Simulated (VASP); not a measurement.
These are optB86b-vdW, VASP's PBE PAW potentials (set 64) (plane waves; VASP 6.6.1) values and carry that method's errors.

VASP input:

### POSCAR
```
BN
1
    1.2564128398    -2.1761712669    -0.0000000000
    1.2564128398     2.1761712669    -0.0000000000
   -0.0000000000    -0.0000000000     6.5171245460
B N
2 2
Direct
  0.3333330000   0.6666670000   0.2500000000
  0.6666670000   0.3333330000   0.7500000000
  0.6666670000   0.3333330000   0.2500000000
  0.3333330000   0.6666670000   0.7500000000
```

KPOINTS:
```
k-points along high-symmetry lines
10
Line-mode
Reciprocal
  0.000000   0.000000   0.000000 ! GAMMA
 -0.000000   0.500000   0.000000 ! M

 -0.000000   0.500000   0.000000 ! M
 -0.333333   0.666667   0.000000 ! K

 -0.333333   0.666667   0.000000 ! K
  0.000000   0.000000   0.000000 ! GAMMA

  0.000000   0.000000   0.000000 ! GAMMA
  0.000000   0.000000   0.500000 ! A

  0.000000   0.000000   0.500000 ! A
 -0.000000   0.500000   0.500000 ! L

 -0.000000   0.500000   0.500000 ! L
 -0.333333   0.666667   0.500000 ! H

 -0.333333   0.666667   0.500000 ! H
  0.000000   0.000000   0.500000 ! A

 -0.000000   0.500000   0.500000 ! L
 -0.000000   0.500000   0.000000 ! M

 -0.333333   0.666667   0.500000 ! H
 -0.333333   0.666667   0.000000 ! K
```

### INCAR
```
# general
SYSTEM  =BN
PREC    =Accurate
ENCUT   =520
LREAL   =.FALSE.   # projection in real space or not
LASPH   =.TRUE.   # aspherical one-centre terms
ICHARG  =11   # fixed density

# electronic loop
EDIFF   =1E-7
NELM    =100   # most electronic steps
ALGO    =Normal   # blocked Davidson

# smearing
ISMEAR  =0
SIGMA   =0.05   # width (eV)

# functional
GGA     =MK
LUSE_VDW=.TRUE.
AGGAC   =0.0
PARAM1  =0.1234
PARAM2  =1.0

# output
LWAVE   =.FALSE.
LCHARG  =.FALSE.
LORBIT  =11
```

POTCAR, in this order: B N (PBE.64 set). Program: vasp_std. Read from the step before: CHGCAR.

What VASP printed:

**OSZICAR**
```
       N       E                     dE             d eps       ncg     rms          rms(c)
DAV:   1     0.611528372063E+02    0.61153E+02   -0.80441E+03  2168   0.121E+03
DAV:   2    -0.255259646450E+02   -0.86679E+02   -0.77242E+02  3040   0.240E+02
DAV:   3    -0.293097362376E+02   -0.37838E+01   -0.37502E+01  2668   0.540E+01
DAV:   4    -0.293511020623E+02   -0.41366E-01   -0.41344E-01  2608   0.577E+00
DAV:   5    -0.293518329379E+02   -0.73088E-03   -0.73032E-03  2708   0.688E-01
DAV:   6    -0.293518542162E+02   -0.21278E-04   -0.21275E-04  2696   0.999E-02
DAV:   7    -0.293518549667E+02   -0.75045E-06   -0.75039E-06  2672   0.162E-02
DAV:   8    -0.293518549975E+02   -0.30790E-07   -0.30801E-07  2232   0.279E-03
   1 F= -.29351855E+02 E0= -.29351855E+02  d E =-.493763E-17
```

**OUTCAR**
```
 val. band max:        2.3516699500   @ k =  -0.2963   0.5926   0.0000

 cond. band min:       6.5168114497   @ k =   0.0000   0.5000   0.0000



 k-point     1 :       0.0000    0.0000    0.0000
  band No.  band energies     occupation
      1     -15.3934      2.00000
      2     -15.0443      2.00000
      3      -3.9821      2.00000
      4      -1.6007      2.00000
      5       0.9453      2.00000
      6       0.9454      2.00000
      7       0.9914      2.00000
      8       0.9915      2.00000
      9       7.5443      0.00000
     10      12.7300      0.00000
     11      13.8111      0.00000
     12      13.8793      0.00000

 k-point     2 :       0.0000    0.0556    0.0000
  band No.  band energies     occupation
      1     -15.3332      2.00000
      2     -14.9865      2.00000
      3      -3.8994      2.00000
      4      -1.5272      2.00000
      5       0.6945      2.00000
      6       0.7381      2.00000
      7       0.8278      2.00000
      8       0.8764      2.00000
      9       7.6573      0.00000
     10      12.6813      0.00000
     11      13.7395      0.00000
     12      13.8966      0.00000

 k-point     3 :       0.0000    0.1111    0.0000
  band No.  band energies     occupation
      1     -15.1539      2.00000
      2     -14.8144      2.00000
      3      -3.6526      2.00000
      4      -1.3088      2.00000
      5       0.0008      2.00000
      6       0.0437      2.00000
      7       0.5087      2.00000
      8       0.5631      2.00000
      9       7.9705      0.00000
     10      12.5141      0.00000
     11      13.5246      0.00000
     12      13.8569      0.00000

 k-point     4 :       0.0000    0.1667    0.0000
  band No.  band energies     occupation
      1     -14.8601      2.00000
      2     -14.5328      2.00000
      3      -3.2456      2.00000
      4      -1.0014      2.00000
      5      -0.9519      2.00000
      6      -0.9497      2.00000
      7       0.0657      2.00000
...
```

The density is held fixed in this step, so its total energy and stress have no physical meaning.

The compound is BN in the hex structure. It was relaxed first.
